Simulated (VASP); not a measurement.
# SnP2 (R-3m) in VASP: further runs

One crystal, SnP2, is run at these levels: PBE; tasks: single point.

Everything below comes from runs of VASP 6.6.1. Logs are shortened: lines on timing, memory, paths and dates and some standing lists are left out, and cuts for length are marked.

## (1) Starting point

Symmetry: R-3m, No. 166, trigonal system. Conventional cell: a = 4.117 Å, b = 4.117 Å, c = 14.517 Å, α = 90.00°, β = 90.00°, γ = 120.00°. Sn (site symmetry -3m) has 6 P at 2.74 Å as nearest neighbours. P (site symmetry 3m) is surrounded by 1 P at 2.12 Å.

The cell was built by a generator and needn't be a form met in nature.

## (2) Single point, PBE

Input file INCAR:

```
  PREC = Accurate
  ENCUT = 520
  EDIFF = 1E-6
  ISMEAR = 0
  SIGMA = 0.1
  LREAL = False
  LASPH = True
  NELM = 80
  ALGO = Fast
  ISIF = 2
  LWAVE = False
  LCHARG = False
  GGA = PE
  NBANDS = 19
```

Input file KPOINTS:

```
Automatic mesh
0
Gamma
  15 15 15
```

Input file POSCAR:

```
SnP2
1.0
    2.0582584759      1.1883360851      4.8390297571
   -2.0582584759      1.1883360851      4.8390297571
    0.0000000000     -2.3766721702      4.8390297571
Sn P
1 2
Direct
    0.0000000000      0.0000000000      0.0000000000
    0.4269491443      0.4269491443      0.4269491443
    0.5730508557      0.5730508557      0.5730508557
```

Potentials or basis: VASP PAW PBE potentials, release 64 (Sn_d, P).

Launch:

```console
$ cat potpaw_PBE.64/Sn_d/POTCAR potpaw_PBE.64/P/POTCAR > POTCAR
$ mpirun -np 1 vasp_std > vasp.out
```

OUTCAR:

```text
PREC = Accurate
   ENCUT = 520
   EDIFF = 1E-6
   ISMEAR = 0
   LREAL = False
   LASPH = True
   NELM = 80
   ISIF = 2
   GGA = PE

 ion  position               nearest neighbor table
   1  0.000  0.000  0.000-   3 2.74   2 2.74   3 2.74   3 2.74   2 2.74   2 2.74
   2  0.427  0.427  0.427-   3 2.12   1 2.74   1 2.74   1 2.74
   3  0.573  0.573  0.573-   2 2.12   1 2.74   1 2.74   1 2.74

  LATTYP: Found a trigonal (rhomboedric) cell.
 ALAT       =     5.3911760864
 COS(alpha) =     0.7084837379

  Lattice vectors:

 A1 = (   2.0582584759,   1.1883360851,   4.8390297571)
 A2 = (  -2.0582584759,   1.1883360851,   4.8390297571)
 A3 = (   0.0000000000,  -2.3766721702,   4.8390297571)

Analysis of symmetry for initial positions (statically):
=====================================================================
 Subroutine PRICEL returns:
 Original cell was already a primitive cell.

 Routine SETGRP: Setting up the symmetry group for a
 trigonal (rhombohedral) supercell.

 Subroutine GETGRP returns: Found 12 space group operations
 (whereof 12 operations were pure point group operations)
 out of a pool of 12 trial point group operations.

The static configuration has the point symmetry D_3d.

Analysis of symmetry for dynamics (positions and initial velocities):
=====================================================================
 Subroutine PRICEL returns:
 Original cell was already a primitive cell.

 Routine SETGRP: Setting up the symmetry group for a
 trigonal (rhombohedral) supercell.

 Subroutine GETGRP returns: Found 12 space group operations
 (whereof 12 operations were pure point group operations)
 out of a pool of 12 trial point group operations.

The dynamic configuration has the point symmetry D_3d.

 Subroutine INISYM returns: Found 12 space group operations
 (whereof 12 operations are pure point group operations),
 and found     1 'primitive' translations

----------------------------------------------------------------------------------------

                                     Primitive cell

  volume of cell :      71.0148

  direct lattice vectors                    reciprocal lattice vectors
     2.058258476  1.188336085  4.839029757     0.242923814  0.140252130  0.068884332
    -2.058258476  1.188336085  4.839029757    -0.242923814  0.140252130  0.068884332
     0.000000000 -2.376672170  4.839029757     0.000000000 -0.280504259  0.068884332

  length of vectors
     5.391176086  5.391176086  5.391176086     0.288838520  0.288838520  0.288838520

  position of ions in fractional coordinates (direct lattice)
     0.000000000  0.000000000  0.000000000
     0.426949144  0.426949144  0.426949144
     0.573050856  0.573050856  0.573050856

  ion indices of the primitive-cell ions
   primitive index   ion index
                 1           1
                 2           2
                 3           3

----------------------------------------------------------------------------------------

 KPOINTS: Automatic mesh

Automatic generation of k-mesh.
 Grid dimensions read from file:
 generate k-points for:   15   15   15

 Generating k-lattice:

  Cartesian coordinates                     Fractional coordinates (reciprocal lattice)
     0.016194921  0.009350142  0.004592289     0.066666667 -0.000000000  0.000000000
    -0.016194921  0.009350142  0.004592289    -0.000000000  0.066666667  0.000000000
     0.000000000 -0.018700284  0.004592289     0.000000000  0.000000000  0.066666667

  Length of vectors
     0.019255901  0.019255901  0.019255901

  Shift w.r.t. Gamma in fractional coordinates (k-lattice)
     0.000000000  0.000000000  0.000000000

 Subroutine IBZKPT returns following result:
 ===========================================

 Found    344 irreducible k-points:

 Following reciprocal coordinates:
            Coordinates               Weight
  0.000000  0.000000  0.000000      1.000000
  0.066667  0.000000  0.000000      6.000000
  0.133333  0.000000  0.000000      6.000000
  0.200000 -0.000000  0.000000      6.000000
  0.266667  0.000000  0.000000      6.000000
  0.333333  0.000000  0.000000      6.000000
[... 16 lines left out ...]
  0.133333  0.133333  0.000000      6.000000
  0.200000  0.133333  0.000000     12.000000
 [... further k-points ...]
   k-points           NKPTS =    344   k-points in BZ     NKDIM =    344   number of bands    NBANDS=     19
   number of dos      NEDOS =    301   number of ions     NIONS =      3
   total plane-waves  NPLWV =  64000
   dimension x,y,z NGX =    40 NGY =   40 NGZ =   40
   dimension x,y,z NGXF=    80 NGYF=   80 NGZF=   80
   ions per type =               1   2
   NGX,Y,Z   is equivalent  to a cutoff of  12.33, 12.33, 12.33 a.u.
   NGXF,Y,Z  is equivalent  to a cutoff of  24.67, 24.67, 24.67 a.u.
 SYSTEM =  unknown system
   PREC   = accura    normal or accurate (medium, high low for compatibility)
   ISTART =      0    job   : 0-new  1-cont  2-samecut
   ICHARG =      2    charge: 1-file 2-atom 10-const
   ISPIN  =      1    spin polarized calculation?
   LNONCOLLINEAR =      F non collinear calculations
   LSORBIT =      F    spin-orbit coupling
   LASPH  =      T    aspherical Exc in radial PAW
   ENCUT  =  520.0 eV  38.22 Ry    6.18 a.u.  10.02 10.02 10.02*2*pi/ulx,y,z
   NELM   =     80;   NELMIN=  2; NELMDL= -5     # of ELM steps
   EDIFF  = 0.1E-05   stopping-criterion for ELM
   LREAL  =      F    real-space projection
   EDIFFG = 0.1E-04   stopping-criterion for IOM
   NSW    =      0    number of steps for IOM
   IBRION =     -1    ionic relax: 0-MD 1-quasi-New 2-CG
   NFREE  =      0    steps in history (QN), initial steepest desc. (CG)
   ISIF   =      2    stress and relaxation
   ISYM   =      2    0-nonsym 1-usesym 2-fastsym
   POTIM  = 0.5000    time-step for ionic-motion
   TEBEG  =    0.0;   TEEND  =   0.0 temperature during run
   PSTRESS=    0.0 pullay stress
   NELECT =      24.0000    total number of electrons
   NUPDOWN=      -1.0000    fix difference up-down
   EMIN   =  10.00;   EMAX   =-10.00  energy-range for DOS
   EFERMI =   0.00;   METHOD = LEGACY
   ISMEAR =     0;   SIGMA  =   0.10  broadening in eV -4-tet -1-fermi 0-gaus
   EFERMI_NEDOS =   21; number of points for ismear=-14 and -15
   IALGO  =     68    algorithm
   IMIX   =      4    mixing-type and parameters
     AMIX     =   0.40;   BMIX     =  1.00
     AMIX_MAG =   1.60;   BMIX_MAG =  1.00
  volume/ion in A,a.u.               =      23.67       159.74
  Fermi-wavevector in a.u.,A,eV,Ry     =   1.140326  2.154904 17.692244  1.300343
  Thomas-Fermi vector in A             =   2.277028
   LORBIT       =      0    0 simple, 1 ext, 2 COOP (PROOUT), +10 PAW based schemes
   GGA     = PE    functional components
   LHFCALC =     F    Hartree Fock is set to
   AEXX    =    0.0000 exact exchange contribution
   IVDW    =     0    specifies the selected vdW correction
   LEPSILON=     F    determine dielectric tensor
   LRPA    =     F    only Hartree local field effects (RPA)
 non-spin polarized calculation
 RMM-DIIS sequential band-by-band and
 Gauss-broadening in eV      SIGMA  =   0.10
  energy-cutoff  :      520.00
  volume of cell :       71.01
 maximum number of plane-waves:      1947
   NGX = 21   NGY = 21   NGZ = 21

 number of electron      24.0000003 magnetization

 Free energy of the ion-electron system (eV)
  ---------------------------------------------------
  ext. energy  EPLUGINS =         0.00000000
  ---------------------------------------------------
  free energy    TOTEN  =       -14.28005742 eV

  energy without entropy =      -14.27528889  energy(sigma->0) =      -14.27767316

 E-fermi :   6.1328     XC(G=0):  -9.4974

 val. band max:        6.1304659584   @ k =   0.1333   0.1333   0.1333
 cond. band min:       6.1336312222   @ k =  -0.4667   0.4667   0.2000
 fundamental gap:      0.0031652637
 Fermi energy:         6.1327702354

 k-point     1 :       0.0000    0.0000    0.0000
  band No.  band energies     occupation
      1     -15.6524      2.00000
      2     -15.6524      2.00000
      3     -15.6307      2.00000
      4     -15.6138      2.00000
      5     -15.6138      2.00000
      6      -7.4103      2.00000
[... 11 lines left out ...]
     18      11.6619      0.00000
     19      12.1223      0.00000

 k-point     2 :       0.0667    0.0000    0.0000
  band No.  band energies     occupation
      1     -15.6531      2.00000
      2     -15.6516      2.00000
      3     -15.6300      2.00000
      4     -15.6142      2.00000
      5     -15.6136      2.00000
      6      -7.3741      2.00000
[... 11 lines left out ...]
     18      11.4069      0.00000
     19      12.2417      0.00000

 k-point     3 :       0.1333    0.0000    0.0000
  band No.  band energies     occupation
      1     -15.6553      2.00000
      2     -15.6493      2.00000
      3     -15.6280      2.00000
      4     -15.6152      2.00000
      5     -15.6132      2.00000
      6      -7.2676      2.00000
[... 11 lines left out ...]
     18      11.8162      0.00000
     19      12.5857      0.00000

 k-point     4 :       0.2000   -0.0000    0.0000
  band No.  band energies     occupation
      1     -15.6587      2.00000
      2     -15.6462      2.00000
      3     -15.6251      2.00000
      4     -15.6163      2.00000
      5     -15.6122      2.00000
      6      -7.0979      2.00000
[... 11 lines left out ...]
     18      12.2127      0.00000
     19      13.2029      0.00000

 k-point     5 :       0.2667    0.0000    0.0000
  band No.  band energies     occupation
      1     -15.6628      2.00000
      2     -15.6432      2.00000
      3     -15.6228      2.00000
      4     -15.6163      2.00000
      5     -15.6106      2.00000
      6      -6.8792      2.00000
[... 11 lines left out ...]
     18      12.5672      0.00000
     19      13.8244      0.00000
[... 334 lines left out ...]
      2     -15.6478      2.00000
      3     -15.6261      2.00000
      4     -15.6160      2.00000
      5     -15.6126      2.00000
      6      -7.1797      2.00000
[... 11 lines left out ...]
     18      11.9878      0.00000
     19      12.9358      0.00000

 k-point    22 :      -0.0667    0.0667    0.0000
  band No.  band energies     occupation
      1     -15.6544      2.00000
      2     -15.6501      2.00000
      3     -15.6286      2.00000
      4     -15.6149      2.00000
      5     -15.6133      2.00000
      6      -7.3106      2.00000
[... 11 lines left out ...]
     18      11.6047      0.00000
     19      12.4691      0.00000

 k-point    23 :       0.1333    0.1333    0.0000
  band No.  band energies     occupation
      1     -15.6554      2.00000
      2     -15.6492      2.00000
      3     -15.6280      2.00000
      4     -15.6152      2.00000
      5     -15.6131      2.00000
      6      -7.2353      2.00000
[... 11 lines left out ...]
     18      11.3228      0.00000
     19      12.6316      0.00000

 k-point    24 :       0.2000    0.1333    0.0000
  band No.  band energies     occupation
      1     -15.6571      2.00000
      2     -15.6477      2.00000
      3     -15.6261      2.00000
      4     -15.6160      2.00000
      5     -15.6125      2.00000
      6      -7.1167      2.00000
[... 11 lines left out ...]
     18      11.3325      0.00000
     19      13.0038      0.00000

 [... further k-points ...]
[... 5 lines left out ...]
  --------------------------------------------------------------------------------------
  -------------------------------------------------------------------------------------
  Total       -0.0020566     -0.0020566     -0.1144549      0.0000000      0.0000000      0.0000000
  in kB       -0.0463984     -0.0463984     -2.5822383      0.0000000      0.0000000      0.0000000
  external PRESSURE =      -0.8916784 kB  Pullay stress =       0.0000000 kB

 VOLUME and BASIS-vectors are now :
 -----------------------------------------------------------------------------
  energy-cutoff  :      520.00
  volume of cell :       71.01
      direct lattice vectors                 reciprocal lattice vectors
     2.058258476  1.188336085  4.839029757     0.242923814  0.140252130  0.068884332
    -2.058258476  1.188336085  4.839029757    -0.242923814  0.140252130  0.068884332
     0.000000000 -2.376672170  4.839029757     0.000000000 -0.280504259  0.068884332

 POSITION                                       TOTAL-FORCE (eV/Angst)
 -----------------------------------------------------------------------------------
      0.00000      0.00000      0.00000         0.000000     -0.000000      0.000000
      0.00000      0.00000      6.19806         0.000000      0.000000      0.050490
      0.00000      0.00000      8.31903         0.000000     -0.000000     -0.050490
 -----------------------------------------------------------------------------------
    total drift:                               -0.000000     -0.000000     -0.000000

  FREE ENERGIE OF THE ION-ELECTRON SYSTEM (eV)
  ---------------------------------------------------
  free  energy   TOTEN  =       -14.2800574234 eV

  energy  without entropy=      -14.2752888889  energy(sigma->0) =      -14.27767316
```

Wall time 13 min (1 thread of AMD EPYC 7R13 (Zen 3), shared host); peak memory 0.53 GiB.

What came out:

```
Free energy            : -14.2801 eV
Pressure               : -0.1 GPa
Largest force          : 0.050 eV/Å
Band gap on the k mesh : none (metal or under the smearing width)
```

Forces on the atoms (eV/Å):
```
Sn   0.000  0.000  0.000
P    0.000  0.000  0.050
P    0.000  0.000 -0.050
```

## (3) Single point, PBE

This run uses another cell than the first one, of 19.02 Å³/atom, 0.804 times its volume.

Input file INCAR:

```
PREC = Accurate ; ENCUT = 520
EDIFF = 1E-6 ; ISMEAR = 0
SIGMA = 0.1 ; LREAL = False
LASPH = True ; NELM = 100
ALGO = Fast ; ISIF = 2
LWAVE = False ; LCHARG = False
GGA = PE ; NBANDS = 19
```

Input file KPOINTS:

```
Automatic mesh
0
Gamma
  6 6 6
```

Input file POSCAR:

```
SnP2
1.0
    1.8589590600      1.0732705200      4.7674219400
   -1.8589590600      1.0732705200      4.7674219400
    0.0000000000     -2.1465410300      4.7674219400
Sn P
1 2
Direct
    0.0000000000      0.0000000000      0.0000000000
    0.4160641100      0.4160641100      0.4160641100
    0.5839358900      0.5839358900      0.5839358900
```

Potentials or basis: VASP PAW PBE potentials, release 64 (Sn_d, P).

Launch:

```console
$ cat potpaw_PBE.64/Sn_d/POTCAR potpaw_PBE.64/P/POTCAR > POTCAR
$ mpirun -np 1 vasp_std > vasp.out
```

Wall time 75 s (1 thread of AMD EPYC 7R13 (Zen 3), shared host); peak memory 0.21 GiB.

Results (log left out):

```yaml
Free_energy: -12.5784 eV
Pressure: 26.7 GPa
Largest_force: 4.412 eV/Å
Band_gap_on_the_k_mesh: none (metal or under the smearing width)
```

Forces on the atoms (eV/Å):
```
Sn   0.000  0.000  0.000
P    0.000  0.000  4.412
P    0.000  0.000 -4.412
```

Stress tensor (GPa, compression positive):
```
34.09  0.00  0.00
 0.00 34.09  0.00
 0.00  0.00 11.89
```

Levels at points of the mesh, in eV from the Fermi level:
| k point | band 10 | band 11 | band 12 | band 13 | band 14 | band 15 |
| --- | --- | --- | --- | --- | --- | --- |
| (0.00, 0.00, 0.00) | -2.38 | -0.75 | -0.75 | 1.08 | 1.67 | 2.97 |
| (0.50, 0.00, 0.00) | -4.32 | -3.55 | -1.57 | -0.46 | 1.06 | 2.78 |
| (0.50, 0.50, 0.00) | -4.88 | -2.61 | 0.29 | 0.34 | 0.87 | 4.29 |
| (0.50, 0.50, 0.50) | -1.81 | -1.65 | -1.65 | -0.74 | 0.87 | 2.47 |

Caveat: so large a pressure means that the cell lies far from this level's equilibrium, or that cutoff or potentials fall short; forces of over 1 eV/Å show positions far from the minimum, so gaps and moduli don't describe the material at rest.
